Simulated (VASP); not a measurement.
Given:

```yaml
crystal:
  lattice:
    - [3.49743, 0.00000, 0.00000]
    - [0.00000, 3.49743, 0.00000]
    - [0.00000, 0.00000, 3.49743]
  atoms:
    - { symbol: Y, position: [0.00000, 0.00000, 0.00000] }
    - { symbol: Si, position: [0.50000, 0.50000, 0.50000] }
```

Computed with PBEsol GGA with spin-orbit coupling, VASP's PBE PAW potentials (set 64) (plane waves; VASP). Run with 400 eV cut-off, 9×9×9 Γ-centred mesh, Gaussian smearing of 0.050 eV, potentials Y_sv Si.

### Question
Predict the energy per atom (σ→0), band gap (over mesh and band path) with the smallest direct gap where there is one.

### Answer

```json
{
 "band gap (over mesh and band path)": "none (metal, semimetal or under 0.01 eV)",
 "energy per atom (σ→0)": "-6.797 eV/atom"
}
```

The absolute energy has meaning only against runs of the same code, potentials and settings.

The structure was generated: YSi was put into the CsCl type (Pm-3m), which need not be its known phase. It was relaxed first.
